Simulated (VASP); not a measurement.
**AgRh under changes of volume**

One of the cells (15.815 Å³/atom); the others are scaled copies at fixed shape and fractional positions:

```
Ag Rh
1.0
     2.76949    0.00000    0.00000
    -1.38475    2.39845    0.00000
     0.00000    0.00000    4.76185
Ag Rh
1 1
Direct
  0.00000 0.00000 0.50000
  0.66667 0.33333 0.00000
```

The cell comes from a database or a generator and needn't be the stable form of this composition.

```yaml
Program: VASP 6.6.1
Functional: PBE
Potentials_or_basis: VASP PAW PBE potentials, release 64 (Ag, Rh_pv)
Cutoff: 520 eV
k_mesh: 10 × 10 × 6
Occupations: fermi-dirac, width 0.05 eV
Spin: no spin polarisation
```

| volume (Å³/atom) | energy over the lowest point (meV/atom) | pressure (GPa) |
| --- | --- | --- |
| 15.183 | 14.19 | 7.3 |
| 15.499 | 3.56 | 3.5 |
| 15.815 | 0.00 | 0.2 |
| 16.132 | ? | ? |
| 16.448 | 10.79 | -5.4 |

**Question.** What does the run at 16.132 Å³/atom give?

**Answer.** Energy over the lowest point 2.66 meV/atom; pressure -2.8 GPa.

Worked out: A Birch-Murnaghan fit of order 2 (a polynomial in V^(-2/3)) to the other rows has its minimum at 15.84 Å³/atom with B0 = V·E''(V) = 157 GPa at fixed shape and positions, which overstates the stiffness. It gives 2.55 meV/atom at 16.132 Å³/atom, against the run's 2.66, and -dE/dV = -2.8 GPa, against -2.8.

Energies are extrapolated to zero smearing.
